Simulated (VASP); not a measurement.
Here is a VASP 6.6.1 calculation.

INCAR

```
SYSTEM = LaC2
PREC = Accurate
ENCUT = 520
EDIFF = 1E-7
ISMEAR = 0
SIGMA = 0.1
LREAL = .FALSE.
LASPH = .TRUE.
NELM = 100
ALGO = Fast
ISIF = 3
LWAVE = .FALSE.
LCHARG = .FALSE.
GGA = PS
IBRION = 2
NSW = 80
EDIFFG = -0.002
```

The input KPOINTS:

```
regular mesh
0
G
  4 4 4
  0 0 0
```

POSCAR

```
LaC2
1.0
   -1.9670000000      1.9670000000      3.2860000000
    1.9670000000     -1.9670000000      3.2860000000
    1.9670000000      1.9670000000     -3.2860000000
La C
1 2
Direct
    0.0000000000      0.0000000000      0.0000000000
    0.4030000000      0.4030000000      0.0000000000
    0.5970000000      0.5970000000      0.0000000000
```

Potentials or basis: VASP PAW PBE potentials, release 64 (La, C).

Launch:

```bash
$ cat potpaw_PBE.64/La/POTCAR potpaw_PBE.64/C/POTCAR > POTCAR
$ mpirun -np 1 vasp_std > vasp.out
```

(1) Estimate the relaxed volume.

(2) What does it give for the relaxed cell?

(3) What does it give for the space group after relaxing (to 0.05 Å)?

## Answers

(1) 16.43 Å³/atom.

(2) a = 4.273 Å, b = 4.273 Å, c = 4.273 Å, α = 126.01°, β = 126.01°, γ = 79.87°.

(3) I4/mmm (No. 139).

Caveat: the k mesh is coarse (spacing up to 0.56 Å⁻¹), so the values aren't converged; the PAW data sets were made with another functional, which shifts forces and pressure a little.
